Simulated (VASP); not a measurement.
Level of theory: rev-vdW-DF2, VASP's PBE PAW potentials (set 64) (plane waves; VASP).

The input files of a VASP run:

### INCAR
```
SYSTEM = NaI
PREC = Accurate
ENCUT = 520
EDIFF = 1E-7
NELM = 100
ALGO = Normal
LREAL = .FALSE.
LASPH = .TRUE.
ISMEAR = -5
GGA = MK
PARAM1 = 0.1234568
PARAM2 = 0.7114
ZAB_VDW = -1.8867
LUSE_VDW = .TRUE.
AGGAC = 0.0
LMAXMIX = 4
LWAVE = .FALSE.
LCHARG = .TRUE.
LORBIT = 11
NEDOS = 601
ISIF = 2
```

**POSCAR**
```
NaI
6.4389190
  0.0000000000   0.4999999977   0.4999999977
  0.4999999977   0.0000000000   0.4999999977
  0.4999999977   0.4999999977   0.0000000000
Na I
1 1
Cart
  0.0000000000   0.0000000000   0.0000000000
  0.4999999977   0.4999999977   0.4999999977
```

File KPOINTS:
```
kpoints
0
Gamma
  8 8 8
0 0 0
```

POTCAR, in this order: Na_pv I (PBE.64 set). Program: vasp_std.

**Question.** What will the output report for the number of irreducible k-points (NKPTS), largest plane-wave count, number of space-group operations, FFT grid (NGX, NGY, NGZ)?

**Answer.** 
```
Quantity                                       Value
--------------------------------------  ------------
number of irreducible k-points (NKPTS)            29
largest plane-wave count                        1817
number of space-group operations                  48
FFT grid (NGX, NGY, NGZ)                36 × 36 × 36
```

The compound is NaI in the rock salt structure. It was relaxed first.
